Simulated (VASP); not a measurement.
An input for Quantum ESPRESSO's pw.x (written as the equivalent of a VASP run, and not itself run):

```
&CONTROL
  calculation = 'scf'
  pseudo_dir = './pseudo'
  outdir = './out'
  tprnfor = .true.
  tstress = .true.
/
&SYSTEM
  ibrav = 0
  nat = 4
  ntyp = 2
  ecutwfc = 84
  occupations = 'tetrahedra'
  input_dft = 'pbe'
  vdw_corr = 'grimme-d3'
  dftd3_version = 3
  dftd3_threebody = .false.
/
&ELECTRONS
  conv_thr = 7.3e-09
  electron_maxstep = 100
/
ATOMIC_SPECIES
  Sn 118.710 Sn.upf
  O 15.999 O.upf
CELL_PARAMETERS angstrom
     3.8463125    0.0000000    0.0000000
     0.0000000    3.8463125    0.0000000
     0.0000000    0.0000000    4.8483264
ATOMIC_POSITIONS crystal
  Sn   0.5000000  0.0000000  0.7599397
  Sn   0.0000000  0.5000000  0.2400603
  O    0.5000000  0.5000000  0.0000000
  O    1.0000000  0.0000000  0.0000000
K_POINTS automatic
  7 7 5 0 0 0
```

Q: Translate this input to VASP (INCAR, KPOINTS, POSCAR, choice of POTCAR).

A: Several could match; the one computed here: 
### INCAR
```
SYSTEM=SnO
PREC=Accurate; ENCUT=520; LREAL=.FALSE.
LASPH=.TRUE.
EDIFF=1E-7; NELM=100; ALGO=Normal
LMAXMIX=4
ISMEAR=-5
GGA=PE; IVDW=11
ISIF=2
LWAVE=.FALSE.; LCHARG=.TRUE.; LORBIT=11
NEDOS=601
LEFG=.TRUE.
```

### KPOINTS
```
Automatic mesh
0
Gamma
7 7 5
0 0 0
```

### POSCAR
```
SnO
1
    3.8463125333     0.0000000000     0.0000000000
    0.0000000000     3.8463125333     0.0000000000
    0.0000000000     0.0000000000     4.8483264154
Sn O
2 2
Direct
  0.5000000000   0.0000000000   0.7599397207
  0.0000000000   0.5000000000   0.2400602793
  0.5000000000   0.5000000000   0.0000000000
  1.0000000000   0.0000000000   0.0000000000
```

POTCAR, in this order: Sn_d O (PBE.64 set). Program: vasp_std.

What does not carry over: the potentials are each code's own (VASP's PAW set, PseudoDojo norm-conserving files in pw.x), so ENCUT and ecutwfc are chosen apart and not converted; conv_thr bounds pw.x's estimated SCF error, while EDIFF bounds the energy change between steps; the field gradients of LEFG aren't asked of the other code.

The compound is SnO in the litharge structure. It was relaxed first.
